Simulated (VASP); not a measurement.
MnSi (B20) is relaxed at rising pressure, each step from the one before. Symmetry mostly holds the structure type, and other phases were not tried. The mesh follows the cell, and a change of mesh leaves a small step in the series.

Here is the system:

```
CELL_PARAMETERS angstrom
      4.51710     0.00000     0.00000
      0.00000     4.51710     0.00000
      0.00000     0.00000     4.51710
ATOMIC_POSITIONS crystal
  Mn 0.86335 0.63665 0.36335
  Mn 0.36335 0.86335 0.63665
  Mn 0.13665 0.13665 0.13665
  Mn 0.63665 0.36335 0.86335
  Si 0.15478 0.34522 0.65478
  Si 0.65478 0.15478 0.34522
  Si 0.84522 0.84522 0.84522
  Si 0.34522 0.65478 0.15478
```
Starting moments (μB, in the order of the record's atoms Mn Mn Mn Mn Si Si Si Si): 1.1 1.1 1.1 1.1 0.0 0.0 0.0 0.0.

Calculation: PBE GGA, VASP's PBE PAW potentials (set 64) (plane waves; VASP). Settings: 500 eV cut-off, 7×7×7 Γ-centred mesh, first-order Methfessel-Paxton smearing of 0.10 eV, potentials Mn_pv Si.

The moments were started parallel, and other spin orders were not tried in this run.

```csv
P (GPa),V (Å³/atom),H − H(0) (eV/atom),space group,gap on the mesh (eV),k-mesh
0,11.52,0.000,P2_13,0.00,7×7×7
5,…,…,P2_13,0.00,7×7×7
10,11.03,0.704,P2_13,0.00,7×7×7
20,…,…,P2_13,0.00,7×7×7
30,10.28,2.031,P2_13,0.00,7×7×7
45,9.83,2.971,P2_13,0.00,7×7×7
```

Q: Fill in the missing entries.

A: 
- 20, V (Å³/atom): 10.61
- 20, H − H(0) (eV/atom): 1.379
- 5, V (Å³/atom): 11.26
- 5, H − H(0) (eV/atom): 0.356

Pressures at which the relaxation failed are left out.

The compound is MnSi in the B20 structure.
